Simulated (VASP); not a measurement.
A hop in Ge (diamond): As into a Ge vacancy, in a supercell of 63 atoms. Nudged elastic band with 3 images between relaxed ends, without a climbing image, so the barrier is a lower bound. Method: PBE GGA, VASP's PBE PAW potentials (set 64) (plane waves; VASP). Numerical set-up: PREC = Normal, LREAL = Auto, ISYM = 0, 400 eV cut-off, 1×1×1 Γ-centred mesh, Gaussian smearing of 0.050 eV, potentials Ge As.

The supercell is sampled at Γ alone, which is coarse: total energies, pressure and levels can be off, energies of defects by several tenths of an eV.

First end (POSCAR):

```
AsGe62
1.0
    11.567396    0.000000    0.000000
     0.000000   11.567396    0.000000
     0.000000    0.000000   11.567396
Ge As
62 1
Direct
     0.500807    0.998436    0.999358
     0.628673    0.122774    0.123371
     0.750064    0.249634    0.998348
     0.876856    0.371204    0.123287
     0.750555    0.997976    0.249999
     0.877222    0.123082    0.371471
     0.998884    0.001264    0.001481
     0.126702    0.124321    0.124286
     0.251804    0.251251    0.001688
     0.377585    0.375624    0.126951
     0.498490    0.501537    0.001234
     0.624236    0.622875    0.126879
     0.749069    0.748495    0.001856
     0.876238    0.873241    0.124464
     0.251259    0.001548    0.251589
     0.377188    0.126554    0.376026
     0.503464    0.249795    0.250401
     0.749632    0.496387    0.250257
     0.872997    0.622526    0.376025
     0.498461    0.001095    0.501889
     0.624304    0.127037    0.622756
     0.750043    0.250165    0.496574
     0.873331    0.375711    0.622853
     0.748525    0.001648    0.748649
     0.875728    0.124056    0.873646
     0.001073    0.498900    0.999095
     0.125956    0.625345    0.126070
     0.248993    0.750624    0.001435
     0.374118    0.873672    0.126288
     0.002076    0.249931    0.249929
     0.125270    0.375939    0.375970
     0.252560    0.500392    0.254043
     0.381475    0.618671    0.384423
     0.499634    0.747723    0.254305
     0.624230    0.875170    0.376093
     0.001267    0.998770    0.499462
     0.126218    0.125820    0.625799
     0.252308    0.253971    0.500574
     0.381119    0.384367    0.618885
     0.615856    0.618516    0.619160
     0.745770    0.747556    0.500720
     0.874029    0.873901    0.625785
     0.249466    0.001167    0.750987
     0.374734    0.125698    0.874184
     0.499576    0.254207    0.747766
     0.624182    0.375781    0.875216
     0.746138    0.500325    0.747926
     0.874389    0.625595    0.874100
     0.998442    0.748177    0.251733
     0.126942    0.872864    0.372540
     0.999004    0.501538    0.501738
     0.124697    0.625535    0.625492
     0.251344    0.748974    0.501617
     0.374845    0.875190    0.625973
     0.998330    0.251136    0.748639
     0.126868    0.371972    0.873232
     0.250738    0.501405    0.749268
     0.374363    0.625374    0.875770
     0.498702    0.748685    0.749551
     0.627918    0.872948    0.873426
     0.998927    0.750822    0.750855
     0.124151    0.875981    0.876068
     0.620845    0.378891    0.379173
```

Last end:

```
AsGe62
1.0
    11.567396    0.000000    0.000000
     0.000000   11.567396    0.000000
     0.000000    0.000000   11.567396
Ge As
62 1
Direct
     0.497333    1.000876    1.001462
     0.626253    0.124805    0.125948
     0.750111    0.249151    0.999848
     0.873956    0.373473    0.125807
     0.751069    0.999341    0.249870
     0.874833    0.125644    0.373902
     1.001250   -0.000830   -0.000734
     0.126079    0.124606    0.124449
     0.251571    0.248926    0.001291
     0.379274    0.374443    0.127458
     0.501320    0.499275    0.000361
     0.625851    0.621420    0.127638
     0.751483    0.748930    0.001018
     0.876272    0.873743    0.124360
     0.250819    0.000807    0.248889
     0.378685    0.127026    0.374301
     0.508882    0.255292    0.255774
     0.743779    0.490694    0.256335
     0.872430    0.620952    0.374704
     0.500990    0.000474    0.499381
     0.625813    0.127730    0.621204
     0.744543    0.255785    0.491127
     0.872986    0.373929    0.621441
     0.750965    0.001154    0.748812
     0.875673    0.124100    0.874106
    -0.001699    0.502342    1.001915
     0.126771    0.622953    0.126530
     0.248886    0.750354    0.001662
     0.376048    0.872935    0.126242
     0.000416    0.249885    0.249625
     0.125995    0.373592    0.373613
     0.252154    0.498944    0.252623
     0.375870    0.624453    0.378638
     0.500792    0.748386    0.252539
     0.626521    0.874193    0.373631
    -0.001196    1.001230    0.502958
     0.127048    0.125972    0.623712
     0.251671    0.252220    0.499001
     0.375179    0.378370    0.624559
     0.621778    0.624356    0.624994
     0.747439    0.748177    0.499305
     0.873555    0.873249    0.623598
     0.249583    0.001480    0.751161
     0.376849    0.126177    0.873420
     0.500790    0.252554    0.748159
     0.626509    0.373362    0.874127
     0.747940    0.498853    0.748405
     0.874045    0.623353    0.873332
     0.999058    0.748408    0.249223
     0.124344    0.875441    0.375382
     0.999695    0.499061    0.499304
     0.123341    0.625076    0.625051
     0.248673    0.751751    0.503676
     0.375286    0.876739    0.625540
     0.999410    0.248609    0.749321
     0.124308    0.375071    0.876247
     0.248161    0.503521    0.751982
     0.374893    0.624944    0.877136
     0.496722    0.751440    0.752102
     0.625060    0.875515    0.875722
     0.998535    0.750860    0.750755
     0.126316    0.873844    0.873920
     0.504701    0.495356    0.495766
```

Question: Predict the energy profile and the barrier.

Answer: 
```csv
image,path length (Å),E − E(first end) (eV)
0,0.00,0.000
1,0.71,0.272
2,1.41,0.700
3,2.11,0.278
4,2.82,0.001
```
The highest image is number 2 (counting the first end as 0), 1.41 Å along the path. The barrier is 0.70 eV forward and 0.70 eV back; the ends differ by 0.00 eV.

The cell is a supercell with a defect, built from Ge (diamond): As into a Ge vacancy. The total moment is imposed (NUPDOWN), so this need not be the lowest spin state.
